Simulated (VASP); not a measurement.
# A first-principles U for ErB2, part 2 of 3

Wanted: U by linear response. The start is a cell from a database of measured crystal structures.

VASP 6.6.1, plane waves and PAW; the level of theory is named at each step.

Still holding for the runs below: The cell holds one magnetic atom, so no antiferromagnetic order fits into it. The k-mesh is coarse for a metal. Without U or exact exchange the f electrons of Er come out too delocalised, which can shrink the cell and pin f bands at the Fermi level.

So far. Step 3 (Shifted potential, frozen density, alpha -0.2): Energy at zero smearing: -19.40404 eV.

## (4) Shifted potential, relaxed density, alpha -0.2

Level of this step: LDA, with a shift of one shell's potential, spin-polarised from a ferromagnetic start (one magnetic atom a cell); plane waves and PAW (Er, B) (VASP).

With self-consistency the other electrons screen the shift.

INCAR

```
SYSTEM = ErB2
PREC = Accurate
ENCUT = 420
EDIFF = 1E-06
NELM = 150
ISMEAR = 0
SIGMA = 0.05
LREAL = .FALSE.
ALGO = Normal
GGA = CA
NBANDS = 21
ISPIN = 2
MAGMOM = 3 0 0
LASPH = .TRUE.
LMAXMIX = 6
AMIX = 0.2
BMIX = 1E-04
AMIX_MAG = 0.8
BMIX_MAG = 1E-04
LORBIT = 11
LWAVE = .FALSE.
LCHARG = .FALSE.
KPAR = 2
LDAU = .TRUE.
LDAUTYPE = 3
LDAUL = 3 -1
LDAUU = -0.2 0
LDAUJ = -0.2 0
```

POSCAR

```
ErB2
1.0
    3.2800000000      0.0000000000      0.0000000000
   -1.6400000000      2.8405633244      0.0000000000
    0.0000000000      0.0000000000      3.7900000000
Er B
1 2
Direct
    0.0000000000      0.0000000000      0.0000000000
    0.6666666667      0.3333333333      0.5000000000
    0.3333333333      0.6666666667      0.5000000000
```

KPOINTS

```
Automatic mesh
0
Gamma
5 5 4
0 0 0
```

PAW data sets: Er and B (PBE family, release 64).

Command:

```console
mpirun -np 2 vasp_std
```

Output:

```text
[banner, memory and clock lines left out]
running    2 mpi-ranks, on    1 nodes
 distrk:  each k-point on    1 cores,    2 groups
 distr:  one band on    1 cores,    1 groups

 POSCAR found type information on POSCAR ErB
 POSCAR found :  2 types and       3 ions
 [... a notice as in an earlier step ...]

 LDA part: xc-table for (Slater(with rela. corr.)+CA(PZ))
 , standard interpolation
 found WAVECAR, reading the header
 POSCAR, INCAR and KPOINTS ok, starting setup
 FFT: planning ... GRIDC
 FFT: planning ... GRID_SOFT
 FFT: planning ... GRID
 reading WAVECAR
 the WAVECAR file was read successfully
 initial charge from wavefunction
 entering main loop
       N       E                     dE             d eps       ncg     rms          rms(c)
DAV:   1    -0.194031818203E+02   -0.19403E+02   -0.53397E-02  1926   0.493E+00    0.259E+00
DAV:   2    -0.195806873419E+02   -0.17751E+00   -0.11018E+00  1456   0.307E+01    0.149E+01
DAV:   3    -0.193876063060E+02    0.19308E+00   -0.66001E-01  1469   0.221E+01    0.324E+00
DAV:   4    -0.193882569608E+02   -0.65065E-03   -0.55813E-03  2275   0.102E+00    0.289E+00
DAV:   5    -0.193880382712E+02    0.21869E-03   -0.37491E-04  2334   0.495E-01    0.373E+00
DAV:   6    -0.193878895618E+02    0.14871E-03   -0.14400E-03  1892   0.110E+00    0.201E+00
DAV:   7    -0.193879936909E+02   -0.10413E-03   -0.11491E-03  1986   0.941E-01    0.119E+00
DAV:   8    -0.193879181988E+02    0.75492E-04   -0.74356E-04  2046   0.867E-01    0.223E-01
DAV:   9    -0.193879051372E+02    0.13062E-04   -0.89032E-05  2436   0.242E-01    0.273E-01
DAV:  10    -0.193878900084E+02    0.15129E-04   -0.27680E-05  2146   0.223E-01    0.107E-01
DAV:  11    -0.193878910926E+02   -0.10842E-05   -0.19504E-05  1257   0.107E-01    0.419E-02
DAV:  12    -0.193878939891E+02   -0.28965E-05   -0.27571E-06  1073   0.838E-02    0.343E-02
DAV:  13    -0.193878936403E+02    0.34886E-06   -0.30266E-06   869   0.834E-02
   1 F= -.19387894E+02 E0= -.19381410E+02  d E =-.129679E-01  mag=     2.8023
```

Elapsed: 11 s, on 2 MPI ranks of Intel Xeon 6975P-C (Granite Rapids), shared host; peak memory 0.28 GiB; 21 s of CPU time.

OUTCAR, selected parts (step 4):

```text
The static configuration has the point symmetry D_6h.

 Found     15 irreducible k-points:

   NELECT =      28.0000    total number of electrons

 E-fermi :   3.9254

 spin component 1
 k-point     1 :       0.0000    0.0000    0.0000
  band No.  band energies     occupation
    ...
     12       2.2490      1.00000
     13       3.3016      1.00000
     14       3.3332      1.00000
     15       3.3332      1.00000
     16       3.4962      1.00000
     17       9.9600      0.00000
     18      10.1191      0.00000
     19      10.1191      0.00000
     20      10.4795      0.00000
     21      10.4795      0.00000

 k-point     2 :       0.2000   -0.0000    0.0000
  band No.  band energies     occupation
    ...
     11       1.9198      1.00000
     12       2.1488      1.00000
     13       2.2061      1.00000
     14       2.8479      1.00000
     15       3.2921      1.00000
     16       4.2600      0.00000
     17       8.0393      0.00000
     18       9.7375      0.00000
     19       9.8058      0.00000
     20      10.0863      0.00000
    ...

 k-point     3 :       0.4000    0.0000    0.0000
  band No.  band energies     occupation
    ...
     12       2.0709      1.00000
     13       2.0972      1.00000
     14       2.1584      1.00000
     15       3.1142      1.00000
     16       3.9003      0.76129
     17       7.7687      0.00000
     18       9.3389      0.00000
     19      10.0993      0.00000
     20      10.8320      0.00000
     21      11.7590      0.00000

 k-point     4 :       0.2000    0.2000    0.0000
  band No.  band energies     occupation
    ...
     11       1.7461      1.00000
     12       2.0847      1.00000
     13       2.1203      1.00000
     14       2.3357      1.00000
     15       2.5366      1.00000
     16       5.8920      0.00000
     17       6.6329      0.00000
     18       7.2491      0.00000
     19      11.5246      0.00000
     20      12.5215      0.00000
    ...

  Total       -3.0997670     -3.0997670     -1.3266576      0.0000000      0.0000000      0.0000000
  in kB     -140.6442901   -140.6442901    -60.1938199      0.0000000      0.0000000      0.0000000
  external PRESSURE =    -113.8274667 kB  Pullay stress =       0.0000000 kB

 POSITION                                       TOTAL-FORCE (eV/Angst)
 -----------------------------------------------------------------------------------
      0.00000      0.00000      0.00000        -0.000000      0.000000      0.000000
      1.64000      0.94685      1.89500         0.000000     -0.000000      0.000000
     -0.00000      1.89371      1.89500         0.000000      0.000000      0.000000
 -----------------------------------------------------------------------------------
    total drift:                               -0.000000      0.000000     -0.000000

  FREE ENERGIE OF THE ION-ELECTRON SYSTEM (eV)
  ---------------------------------------------------
  free  energy   TOTEN  =       -19.3878936403 eV

  energy  without entropy=      -19.3749256970  energy(sigma->0) =      -19.38140967

 total charge
# of ion       s       p       d       f       tot
--------------------------------------------------
    1        2.088   5.827   0.608  11.159  19.682
    2        0.651   1.136   0.000   0.000   1.786
    3        0.651   1.136   0.000   0.000   1.786
--------------------------------------------------
tot          3.389   8.099   0.608  11.159  23.255

 magnetization (x)
# of ion       s       p       d       f       tot
--------------------------------------------------
    1        0.001  -0.012   0.040   2.646   2.676
    2       -0.000   0.030   0.000   0.000   0.030
    3       -0.000   0.030   0.000   0.000   0.030
--------------------------------------------------
tot          0.000   0.049   0.040   2.646   2.736

[... 8 parts as in an earlier step ...]

[... 9 further parts left out ...]
```

This step gave:

```yaml
electronic_cycles: 13
free_energy_toten: -19.39 eV
energy_at_zero_smearing: -19.38 eV
fermi_energy: 3.925 eV
moment_of_the_cell_from_the_last_line_of_the_log: 2.802 μB
```

Spin moment in the PAW sphere by atom:

```tsv
atom	spin moment in the PAW sphere (μB)
Er1	2.68
B2	0.03
B3	0.03
```

Energy at zero smearing: -19.38141 eV.

The run ends at a pressure of -11.38 GPa.

## (5) Shifted potential, frozen density, alpha -0.1

Edit INCAR of step 4 so:

```diff
@@ -26,3 +26,4 @@
 LDAUL = 3 -1
-LDAUU = -0.2 0
-LDAUJ = -0.2 0
+LDAUU = -0.1 0
+LDAUJ = -0.1 0
+ICHARG = 11
```

POSCAR is that of step 4.

KPOINTS is that of step 4.

The WAVECAR or CHGCAR of an earlier step is read.

Command:

```console
mpirun -np 2 vasp_std
```

Output:

```text
[... set-up lines as in an earlier step ...]
 entering main loop
       N       E                     dE             d eps       ncg     rms          rms(c)
DAV:   1    -0.205114649300E+02   -0.20511E+02   -0.18763E-02  1768   0.302E+00
DAV:   2    -0.205114744158E+02   -0.94859E-05   -0.94858E-05  1546   0.548E-02
DAV:   3    -0.205114749319E+02   -0.51611E-06   -0.51641E-06  1580   0.197E-02
   1 F= -.20511475E+02 E0= -.20505589E+02  d E =-.117716E-01  mag=     2.7573
```

Wall time 4 s (2 MPI ranks); peak memory 0.27 GiB.

OUTCAR, selected parts (step 5):

```text
   NELECT =      28.0000    total number of electrons

 E-fermi :   4.0024

 spin component 1
 k-point     1 :       0.0000    0.0000    0.0000
  band No.  band energies     occupation
    ...
     12       2.3618      1.00000
     13       3.3238      1.00000
     14       3.3318      1.00000
     15       3.3318      1.00000
     16       3.5168      1.00000
     17       9.9542      0.00000
     18      10.1483      0.00000
     19      10.1484      0.00000
     20      10.4764      0.00000
     21      10.4764      0.00000

 k-point     2 :       0.2000   -0.0000    0.0000
  band No.  band energies     occupation
    ...
     11       2.0105      1.00000
     12       2.2576      1.00000
     13       2.2969      1.00000
     14       2.8754      1.00000
     15       3.3091      1.00000
     16       4.2825      0.00000
     17       8.0555      0.00000
     18       9.7435      0.00000
     19       9.8335      0.00000
     20      10.1281      0.00000
    ...

  Total       -3.8898043     -3.8898043     -2.2917562      0.0000000      0.0000000      0.0000000
  in kB     -176.4902846   -176.4902846   -103.9827897      0.0000000      0.0000000      0.0000000
  external PRESSURE =    -152.3211196 kB  Pullay stress =       0.0000000 kB

 POSITION                                       TOTAL-FORCE (eV/Angst)
 -----------------------------------------------------------------------------------
      0.00000      0.00000      0.00000        -0.000000      0.000000      0.000000
      1.64000      0.94685      1.89500        -0.000000      0.000000      0.000000
     -0.00000      1.89371      1.89500         0.000000      0.000000     -0.000000
 -----------------------------------------------------------------------------------
    total drift:                               -0.000000      0.000000     -0.000000

  FREE ENERGIE OF THE ION-ELECTRON SYSTEM (eV)
  ---------------------------------------------------
  free  energy   TOTEN  =       -20.5114749319 eV

  energy  without entropy=      -20.4997032911  energy(sigma->0) =      -20.50558911

 magnetization (x)
# of ion       s       p       d       f       tot
--------------------------------------------------
    1        0.000  -0.012   0.043   2.745   2.777
    2       -0.000   0.029   0.000   0.000   0.029
    3       -0.000   0.029   0.000   0.000   0.029
--------------------------------------------------
tot          0.000   0.046   0.043   2.745   2.834

[... 9 parts as in an earlier step ...]

[... 13 further parts left out ...]
```

This step gave:

- electronic cycles: 3
- free energy (TOTEN): -20.51 eV
- energy at zero smearing: -20.51 eV
- Fermi energy: 4.002 eV
- moment of the cell, from the last line of the log: 2.757 μB

Spin moment in the PAW sphere by atom:

```tsv
atom	spin moment in the PAW sphere (μB)
Er1	2.78
B2	0.03
B3	0.03
```

Energy at zero smearing: -20.50559 eV.

## (6) Shifted potential, relaxed density, alpha -0.1

Edit INCAR of step 5 so:

```diff
@@ -28,2 +28 @@
 LDAUJ = -0.1 0
-ICHARG = 11
```

POSCAR is that of step 5.

KPOINTS is that of step 5.

Command:

```console
mpirun -np 2 vasp_std
```

Output:

```text
[... set-up lines as in an earlier step ...]
 entering main loop
       N       E                     dE             d eps       ncg     rms          rms(c)
DAV:   1    -0.205081274488E+02   -0.20508E+02   -0.89638E-03  2064   0.196E+00    0.130E+00
DAV:   2    -0.205568803382E+02   -0.48753E-01   -0.26674E-01  1466   0.151E+01    0.632E+00
DAV:   3    -0.205066142101E+02    0.50266E-01   -0.12292E-01  1510   0.104E+01    0.186E+00
DAV:   4    -0.205068409566E+02   -0.22675E-03   -0.10996E-03  1975   0.397E-01    0.187E+00
DAV:   5    -0.205068214364E+02    0.19520E-04   -0.66270E-05  2236   0.744E-02    0.185E+00
DAV:   6    -0.205068002811E+02    0.21155E-04   -0.50289E-06  1683   0.386E-02    0.187E+00
DAV:   7    -0.205056273214E+02    0.11730E-02   -0.31660E-03  1814   0.155E+00    0.123E+00
DAV:   8    -0.205064867809E+02   -0.85946E-03   -0.19054E-03  2085   0.670E-01    0.231E+00
DAV:   9    -0.205058872442E+02    0.59954E-03   -0.51293E-04  2255   0.605E-01    0.152E+00
DAV:  10    -0.205055379466E+02    0.34930E-03   -0.47095E-04  1999   0.452E-01    0.898E-01
DAV:  11    -0.205054920241E+02    0.45923E-04   -0.11689E-04  2275   0.178E-01    0.761E-01
DAV:  12    -0.205054811788E+02    0.10845E-04   -0.25529E-05  2211   0.540E-02    0.686E-01
DAV:  13    -0.205054759575E+02    0.52213E-05   -0.56781E-06  1438   0.581E-02    0.645E-01
DAV:  14    -0.205054608754E+02    0.15082E-04   -0.95240E-06  2098   0.979E-02    0.512E-01
DAV:  15    -0.205054501058E+02    0.10770E-04   -0.15472E-05  1812   0.173E-01    0.379E-01
DAV:  16    -0.205054326884E+02    0.17417E-04   -0.51751E-05  2058   0.111E-01    0.967E-02
DAV:  17    -0.205054331526E+02   -0.46422E-06   -0.13687E-05  2095   0.128E-01    0.799E-02
DAV:  18    -0.205054330996E+02    0.52985E-07   -0.49624E-06  1359   0.525E-02
   1 F= -.20505433E+02 E0= -.20498955E+02  d E =-.129563E-01  mag=     2.7794
```

Elapsed: 15 s, on 2 MPI ranks; peak memory 0.28 GiB.

From OUTCAR (step 6):

```text
   NELECT =      28.0000    total number of electrons

 E-fermi :   3.9219

 spin component 1
 k-point     1 :       0.0000    0.0000    0.0000
  band No.  band energies     occupation
    ...
     12       2.2565      1.00000
     13       3.3052      1.00000
     14       3.3331      1.00000
     15       3.3331      1.00000
     16       3.5064      1.00000
     17       9.9546      0.00000
     18      10.1338      0.00000
     19      10.1338      0.00000
     20      10.4765      0.00000
     21      10.4765      0.00000

 k-point     2 :       0.2000   -0.0000    0.0000
  band No.  band energies     occupation
    ...
     11       1.9240      1.00000
     12       2.1555      1.00000
     13       2.2124      1.00000
     14       2.8527      1.00000
     15       3.2926      1.00000
     16       4.2709      0.00000
     17       8.0455      0.00000
     18       9.7396      0.00000
     19       9.8186      0.00000
     20      10.1070      0.00000
    ...

  Total       -3.0893420     -3.0893420     -1.2523886      0.0000000     -0.0000000      0.0000000
  in kB     -140.1712819   -140.1712819    -56.8240467      0.0000000     -0.0000000      0.0000000
  external PRESSURE =    -112.3888701 kB  Pullay stress =       0.0000000 kB

 POSITION                                       TOTAL-FORCE (eV/Angst)
 -----------------------------------------------------------------------------------
      0.00000      0.00000      0.00000        -0.000000      0.000000      0.000000
      1.64000      0.94685      1.89500         0.000000     -0.000000     -0.000000
     -0.00000      1.89371      1.89500         0.000000      0.000000      0.000000
 -----------------------------------------------------------------------------------
    total drift:                               -0.000000      0.000000     -0.000000

  FREE ENERGIE OF THE ION-ELECTRON SYSTEM (eV)
  ---------------------------------------------------
  free  energy   TOTEN  =       -20.5054330996 eV

  energy  without entropy=      -20.4924767516  energy(sigma->0) =      -20.49895493

 magnetization (x)
# of ion       s       p       d       f       tot
--------------------------------------------------
    1        0.001  -0.012   0.037   2.632   2.658
    2       -0.000   0.030   0.000   0.000   0.030
    3       -0.000   0.030   0.000   0.000   0.030
--------------------------------------------------
tot          0.000   0.049   0.037   2.632   2.718

[... 8 parts as in an earlier step ...]

[... 14 further parts left out ...]
```

Numbers from this step:

| Property | Result |
| --- | --- |
| electronic cycles | 18 |
| energy at zero smearing | -20.50 eV |
| Fermi energy | 3.922 eV |
| moment of the cell, from the last line of the log | 2.779 μB |

Spin moment in the PAW sphere by atom:

```tsv
atom	spin moment in the PAW sphere (μB)
Er1	2.66
B2	0.03
B3	0.03
```

Energy at zero smearing: -20.49895 eV.

The run ends at a pressure of -11.24 GPa.

## (7) Shifted potential, frozen density, alpha 0.1

Edit INCAR of step 6 so:

```diff
@@ -26,3 +26,4 @@
 LDAUL = 3 -1
-LDAUU = -0.1 0
-LDAUJ = -0.1 0
+LDAUU = 0.1 0
+LDAUJ = 0.1 0
+ICHARG = 11
```

POSCAR is that of step 6.

KPOINTS is that of step 6.

The run starts from files that an earlier step left in the folder.

Command:

```console
mpirun -np 2 vasp_std
```

Output:

```text
[... set-up lines as in an earlier step ...]
 entering main loop
       N       E                     dE             d eps       ncg     rms          rms(c)
DAV:   1    -0.227510149942E+02   -0.22751E+02   -0.20155E-02  1763   0.316E+00
DAV:   2    -0.227510252961E+02   -0.10302E-04   -0.10302E-04  1545   0.564E-02
DAV:   3    -0.227510258731E+02   -0.57698E-06   -0.57684E-06  1670   0.201E-02
   1 F= -.22751026E+02 E0= -.22744427E+02  d E =-.131980E-01  mag=     2.7573
```

Run time: 3.8 s. Hardware: 2 MPI ranks; peak memory 0.27 GiB.

Parts of OUTCAR (step 7):

```text
  Total       -2.4642923     -2.4642923      0.0678971      0.0000000     -0.0000000      0.0000000
  in kB     -111.8111903   -111.8111903      3.0806643      0.0000000     -0.0000000      0.0000000
  external PRESSURE =     -73.5139054 kB  Pullay stress =       0.0000000 kB

 POSITION                                       TOTAL-FORCE (eV/Angst)
 -----------------------------------------------------------------------------------
      0.00000      0.00000      0.00000        -0.000000      0.000000      0.000000
      1.64000      0.94685      1.89500         0.000000      0.000000      0.000000
     -0.00000      1.89371      1.89500        -0.000000      0.000000     -0.000000
 -----------------------------------------------------------------------------------
    total drift:                               -0.000000      0.000000     -0.000000

  FREE ENERGIE OF THE ION-ELECTRON SYSTEM (eV)
  ---------------------------------------------------
  free  energy   TOTEN  =       -22.7510258731 eV

  energy  without entropy=      -22.7378278849  energy(sigma->0) =      -22.74442688

 magnetization (x)
# of ion       s       p       d       f       tot
--------------------------------------------------
    1        0.001  -0.013   0.029   2.473   2.490
    2       -0.000   0.026   0.000   0.000   0.026
    3       -0.000   0.026   0.000   0.000   0.026
--------------------------------------------------
tot         -0.000   0.040   0.029   2.473   2.541

[... 2 parts as in an earlier step ...]

[... 1 further part left out ...]
[key lines of the parts left out:]
E-fermi :   3.8330
```

Energy at zero smearing: -22.74443 eV.

## (8) Shifted potential, relaxed density, alpha 0.1

Edit INCAR of step 7 so:

```diff
@@ -28,2 +28 @@
 LDAUJ = 0.1 0
-ICHARG = 11
```

POSCAR is that of step 7.

KPOINTS is that of step 7.

Command:

```console
mpirun -np 2 vasp_std
```

Output:

```text
[... set-up lines as in an earlier step ...]
 entering main loop
       N       E                     dE             d eps       ncg     rms          rms(c)
DAV:   1    -0.227563754847E+02   -0.22756E+02   -0.35593E-02  1768   0.455E+00    0.293E+00
DAV:   2    -0.229212836321E+02   -0.16491E+00   -0.11679E+00  1461   0.328E+01    0.951E+00
DAV:   3    -0.227509111083E+02    0.17037E+00   -0.46363E-01  1583   0.228E+01    0.271E+00
DAV:   4    -0.227445942309E+02    0.63169E-02   -0.41475E-02  2182   0.568E+00    0.564E-01
[...]
DAV:  12    -0.227445136863E+02    0.47643E-05   -0.50533E-05  1646   0.178E-01    0.409E-02
DAV:  13    -0.227445174411E+02   -0.37548E-05   -0.17064E-05   884   0.105E-01    0.229E-02
DAV:  14    -0.227445180801E+02   -0.63893E-06   -0.42425E-06   974   0.985E-02
   1 F= -.22744518E+02 E0= -.22738184E+02  d E =-.126673E-01  mag=     2.7353
```

The job ended after 12 s (2 MPI ranks; peak memory 0.29 GiB).

Parts of OUTCAR (step 8):

```text
  Total       -2.9943079     -2.9943079     -1.0418622      0.0000000     -0.0000000      0.0000000
  in kB     -135.8593431   -135.8593431    -47.2719317      0.0000000     -0.0000000      0.0000000
  external PRESSURE =    -106.3302060 kB  Pullay stress =       0.0000000 kB

 POSITION                                       TOTAL-FORCE (eV/Angst)
 -----------------------------------------------------------------------------------
      0.00000      0.00000      0.00000        -0.000000      0.000000      0.000000
      1.64000      0.94685      1.89500         0.000000      0.000000      0.000000
     -0.00000      1.89371      1.89500         0.000000      0.000000     -0.000000
 -----------------------------------------------------------------------------------
    total drift:                                0.000000      0.000000     -0.000000

  FREE ENERGIE OF THE ION-ELECTRON SYSTEM (eV)
  ---------------------------------------------------
  free  energy   TOTEN  =       -22.7445180801 eV

  energy  without entropy=      -22.7318508120  energy(sigma->0) =      -22.73818445

 magnetization (x)
# of ion       s       p       d       f       tot
--------------------------------------------------
    1        0.000  -0.012   0.032   2.600   2.620
    2       -0.000   0.031   0.000   0.000   0.030
    3       -0.000   0.031   0.000   0.000   0.030
--------------------------------------------------
tot         -0.000   0.050   0.032   2.600   2.681

[... 2 parts as in an earlier step ...]

[... 1 further part left out ...]
[key lines of the parts left out:]
E-fermi :   3.9130
```

Energy at zero smearing: -22.73818 eV.

The run ends at a pressure of -10.63 GPa.

[end of part 2 of 3]

[Lines on the potential files, build, host, timing and source positions are cut from VASP's logs without a mark.]

[Logs are printed without paths, hosts, clocks, repeated set-up lines and the standing remarks that a program may print on its own settings, such as how far it seeks lower states.]

[Hosts, paths, dates, database ids (printed as entryN), source tags and the programs' standing remarks are cut or masked in the printed files.]

[In band tables of VASP the shares of atoms and orbitals are scaled to a sum of 1 inside the atoms' spheres.]

[Runs that stopped without an error message from VASP are left out.]
